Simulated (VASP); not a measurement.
Input for VASP

### POSCAR
```
MgO
1.0
  0.0000000000   2.1471000000   2.1471000000
  2.1471000000   0.0000000000   2.1471000000
  2.1471000000   2.1471000000   0.0000000000
Mg O
1 1
Cart
  0.1200000000   0.0500000002   0.0000000000
  2.1471000000   2.1471000000   2.1471000000
```

### KPOINTS
```
Automatic mesh
0
Gamma
8 8 8
0 0 0
```

### INCAR
```
SYSTEM = MgO
PREC = Accurate
ENCUT = 520
EDIFF = 1E-6
NELM = 100
ALGO = Normal
LREAL = .FALSE.
LASPH = .TRUE.
ISMEAR = 0
SIGMA = 0.05
GGA = PE
LWAVE = .FALSE.
LCHARG = .FALSE.
ISIF = 2
IBRION = 2
NSW = 40
EDIFFG = -0.01
```

POTCAR, in this order: Mg O (PBE.64 set). Program: vasp_std.

Write an equivalent input for Ansatz.

One equivalent input (not run):
Ansatz 0.2 input:
```yaml
crystal:
  lattice:
    - [0.0000000, 2.1471000, 2.1471000]
    - [2.1471000, 0.0000000, 2.1471000]
    - [2.1471000, 2.1471000, 0.0000000]
  atoms:
    - { symbol: Mg, position: [-0.0163011, 0.0163011, 0.0395883] }
    - { symbol: O, position: [0.5000000, 0.5000000, 0.5000000] }
kpoints:
  mp_grid: { grid: [8, 8, 8] }
hamiltonian:
  xc: pbe
  pseudopotentials: { kind: paw }
scf:
  occupations: { method: gaussian, width: 0.05 }
  max_iter: 100
relax:
  max_steps: 40
  f_tol: 0.01
output: { forces: true, stress: true, eigenvalues: true }
```
The two are equivalent in intent, not identical: each code has its own PAW files, so the cut-off isn't converted (ENCUT is set for VASP's; basis.ecutwfc is left out, and Ansatz then takes the one that its files recommend); Ansatz stops its SCF on the density residual and VASP on the energy change (EDIFF).

The compound is MgO in the rock salt structure. In the starting cell atoms are displaced from their ideal sites. This run relaxes the ions in a fixed cell. Symmetry was kept, so distortions that lower it aren't found.
